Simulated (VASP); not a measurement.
Output of a VASP run:

OSZICAR:
```
       N       E                     dE             d eps       ncg     rms          rms(c)
DAV:   1     0.159148002308E+03    0.15915E+03   -0.11565E+04  1709   0.201E+03
DAV:   2    -0.139156093006E+01   -0.16054E+03   -0.15689E+03  1750   0.403E+02
DAV:   3    -0.879898532808E+01   -0.74074E+01   -0.73813E+01  2170   0.934E+01
DAV:   4    -0.892131844904E+01   -0.12233E+00   -0.12231E+00  1999   0.113E+01
DAV:   5    -0.892669147196E+01   -0.53730E-02   -0.53730E-02  2506   0.217E+00    0.685E+00
DAV:   6    -0.875310714051E+01    0.17358E+00   -0.42807E-01  1974   0.101E+01    0.325E+00
DAV:   7    -0.871690549360E+01    0.36202E-01   -0.74109E-02  2222   0.544E+00    0.142E+00
DAV:   8    -0.871010539093E+01    0.68001E-02   -0.19708E-02  1960   0.145E+00    0.391E-01
DAV:   9    -0.870937527615E+01    0.73011E-03   -0.19398E-03  2156   0.795E-01    0.538E-02
DAV:  10    -0.870938011686E+01   -0.48407E-05   -0.49894E-05  2237   0.118E-01    0.231E-02
DAV:  11    -0.870938132049E+01   -0.12036E-05   -0.46993E-06  2016   0.242E-02    0.315E-03
DAV:  12    -0.870938170303E+01   -0.38254E-06   -0.32358E-07  1092   0.627E-03
   1 F= -.96758206E+01 E0= -.96753154E+01  d E =-.967582E+01
       N       E                     dE             d eps       ncg     rms          rms(c)
DAV:   1    -0.914852094681E+01   -0.43914E+00   -0.87400E+00  1778   0.543E+01    0.422E+00
DAV:   2    -0.879339087133E+01    0.35513E+00   -0.15986E+00  1680   0.168E+01    0.154E+00
DAV:   3    -0.875218752102E+01    0.41203E-01   -0.13716E-01  2202   0.652E+00    0.665E-01
DAV:   4    -0.874416844919E+01    0.80191E-02   -0.24095E-02  2466   0.274E+00    0.517E-01
DAV:   5    -0.874382735593E+01    0.34109E-03   -0.64208E-04  1834   0.281E-01    0.354E-01
DAV:   6    -0.874346736164E+01    0.35999E-03   -0.55912E-04  1997   0.197E-01    0.471E-02
DAV:   7    -0.874346720136E+01    0.16029E-06   -0.20197E-05  2299   0.425E-02    0.140E-02
DAV:   8    -0.874346745469E+01   -0.25333E-06   -0.72688E-07  1246   0.119E-02
   2 F= -.96756839E+01 E0= -.96753279E+01  d E =0.136718E-03
       N       E                     dE             d eps       ncg     rms          rms(c)
DAV:   1    -0.883953345652E+01   -0.96066E-01   -0.22357E+00  1806   0.258E+01    0.232E+00
DAV:   2    -0.874475668196E+01    0.94777E-01   -0.46071E-01  1694   0.893E+00    0.755E-01
DAV:   3    -0.873283111472E+01    0.11926E-01   -0.40797E-02  2174   0.363E+00    0.296E-01
DAV:   4    -0.873102927644E+01    0.18018E-02   -0.54285E-03  2473   0.136E+00    0.306E-01
DAV:   5    -0.873099294077E+01    0.36336E-04   -0.10785E-04  1778   0.114E-01    0.253E-01
DAV:   6    -0.873091536856E+01    0.77572E-04   -0.23100E-04  1955   0.121E-01    0.882E-03
DAV:   7    -0.873091741546E+01   -0.20469E-05   -0.52159E-06  2220   0.235E-02    0.101E-02
DAV:   8    -0.873091682423E+01    0.59123E-06   -0.19130E-07  1050   0.702E-03
   3 F= -.96804775E+01 E0= -.96800271E+01  d E =-.465695E-02
```

**OUTCAR**
```
------------------------ aborting loop because EDIFF is reached ----------------------------------------
  Edisp (eV):   -0.94956
  FORCE on cell =-STRESS in cart. coord.  units (eV):
  Direction    XX          YY          ZZ          XY          YZ          ZX
  --------------------------------------------------------------------------------------
  Total      -0.00142    -0.00142    -0.00142    -0.00000    -0.00000     0.00000
  in kB      -0.06527    -0.06527    -0.06527    -0.00000    -0.00000     0.00000
  external pressure =       -0.07 kB  Pullay stress =        0.00 kB
  volume of cell :       34.96
      direct lattice vectors                 reciprocal lattice vectors
     3.269786408  0.000000000  0.000000000     0.305830374  0.000000000 -0.000000000
    -0.000000000  3.269786408  0.000000000    -0.000000000  0.305830374 -0.000000000
     0.000000000  0.000000000  3.269786408    -0.000000000 -0.000000000  0.305830374
 POSITION                                       TOTAL-FORCE (eV/Angst)
 -----------------------------------------------------------------------------------
      1.63489      1.63489      1.63489        -0.000000      0.000000      0.000000
      0.00000      0.00000      0.00000         0.000000     -0.000000      0.000000
 -----------------------------------------------------------------------------------
    total drift:                                0.000000      0.000000     -0.000000
  FREE ENERGIE OF THE ION-ELECTRON SYSTEM (eV)
  ---------------------------------------------------
  free  energy   TOTEN  =        -9.6804775421 eV

  energy  without entropy=       -9.6791263594  energy(sigma->0) =       -9.68002715

 reached required accuracy - stopping structural energy minimisation
```
(Selected blocks of OUTCAR.)

File POSCAR:
```
PdIn
1
    3.2500000000     0.0000000000     0.0000000000
    0.0000000000     3.2500000000     0.0000000000
    0.0000000000     0.0000000000     3.2500000000
In Pd
1 1
Direct
  0.5000000000   0.5000000000   0.5000000000
  0.0000000000   0.0000000000   0.0000000000
```

Write an INCAR and KPOINTS that could have produced this output.

One answer among several that fit: the input of the run itself, PBE GGA with D4 dispersion, plane waves, VASP's PBE PAW potentials (set 64).

### INCAR
```
SYSTEM = PdIn
PREC = Accurate
ENCUT = 520
EDIFF = 1E-6
NELM = 100
ALGO = Normal
LREAL = .FALSE.
LASPH = .TRUE.
ISMEAR = 1
SIGMA = 0.1
GGA = PE
IVDW = 13
LMAXMIX = 4
LWAVE = .FALSE.
LCHARG = .FALSE.
IBRION = 2
ISIF = 3
NSW = 60
EDIFFG = -0.01
```

**KPOINTS**
```
kpoints
0
Gamma
10 10 10
0 0 0
```

POTCAR, in this order: In_d Pd (PBE.64 set). Program: vasp_std.

The compound is PdIn in the CsCl type structure. This run relaxes it. Symmetry was kept, so distortions that lower it aren't found. The electron count is odd and the run is not spin-polarised, which forces a metal.
